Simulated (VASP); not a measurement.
Input:

```
CELL_PARAMETERS angstrom
      0.00000     3.00841     3.00841
      3.00841     0.00000     3.00841
      3.00841     3.00841     0.00000
ATOMIC_POSITIONS crystal
  Pb 0.00000 0.00000 0.00000
  S  0.50000 0.50000 0.50000
```

The numbers are results of RPBE GGA, VASP's PBE PAW potentials (set 64) (plane waves; VASP 6.6.1), not measurements. Settings: 520 eV cut-off, 8×8×8 Γ-centred mesh, Gaussian smearing of 0.050 eV, potentials Pb_d S.

Unless said otherwise, spin-orbit coupling is left out, though it shifts the bands of the heavy elements here.

Problem. Predict the energy per atom (σ→0), pressure, band gap (on the k-mesh) with the smallest direct gap where there is one.

Solution. 
- band gap (on the k-mesh): 0.61 eV
- smallest direct gap (on the k-mesh): 0.61 eV
- energy per atom (σ→0): -4.050 eV/atom
- pressure: 1.57 GPa

Total energies compare only between runs with the same potentials, cut-off and functional.

The compound is PbS in the rock salt structure. This cell is one point of a volume scan, at 0.97 of the reference volume.
